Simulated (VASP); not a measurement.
An input for Quantum ESPRESSO's pw.x (written as the equivalent of a VASP run, and not itself run):

```
&CONTROL
  calculation = 'vc-relax'
  pseudo_dir = './pseudo'
  outdir = './out'
  tprnfor = .true.
  tstress = .true.
  nstep = 60
  forc_conv_thr = 0.00039
/
&SYSTEM
  ibrav = 0
  nat = 2
  ntyp = 2
  ecutwfc = 82
  occupations = 'smearing'
  smearing = 'methfessel-paxton'
  degauss = 0.00735
  input_dft = 'pbesol'
/
&ELECTRONS
  conv_thr = 7.3e-08
  electron_maxstep = 100
/
&IONS
/
&CELL
/
ATOMIC_SPECIES
  Ga 69.723 Ga.upf
  Ag 107.868 Ag.upf
CELL_PARAMETERS angstrom
     3.3172300    0.0000000    0.0000000
     0.0000000    3.3172300    0.0000000
     0.0000000    0.0000000    3.3172300
ATOMIC_POSITIONS crystal
  Ga   0.5000000  0.5000000  0.5000000
  Ag   0.0000000  0.0000000  0.0000000
K_POINTS automatic
  10 10 10 0 0 0
```

Write the VASP files for the same calculation (PBEsol).

This is not unique; one that fits is 
**POSCAR**
```
GaAg
1
    3.3172300000     0.0000000000     0.0000000000
    0.0000000000     3.3172300000     0.0000000000
    0.0000000000     0.0000000000     3.3172300000
Ga Ag
1 1
Direct
  0.5000000000   0.5000000000   0.5000000000
  0.0000000000   0.0000000000   0.0000000000
```

KPOINTS:
```
Automatic mesh
0
Gamma
10 10 10
0 0 0
```

INCAR:
```
# general
SYSTEM   =  GaAg
PREC     =  Accurate
ENCUT    =  400
LREAL    =  .False.
LASPH    =  .True.

# electronic loop
EDIFF    =  1E-6
NELM     =  100
ALGO     =  Normal
LMAXMIX  =  4

# smearing
ISMEAR   =  1
SIGMA    =  0.1

# functional
GGA      =  PS

# ions
IBRION   =  2
NSW      =  60
ISIF     =  3
EDIFFG   =  -0.01

# output
LWAVE    =  .False.
LCHARG   =  .False.
```

POTCAR, in this order: Ga_d Ag (PBE.64 set). Program: vasp_std.

What does not carry over: the potentials are each code's own (VASP's PAW set, PseudoDojo norm-conserving files in pw.x), so ENCUT and ecutwfc are chosen apart and not converted; conv_thr bounds pw.x's estimated SCF error, while EDIFF bounds the energy change between steps; forc_conv_thr acts on force components and is met together with etot_conv_thr.

The structure comes from a computed database's GaAg entry (Pm-3m); how it stands against other phases isn't given here. This run relaxes it. Symmetry was kept, so distortions that lower it aren't found.
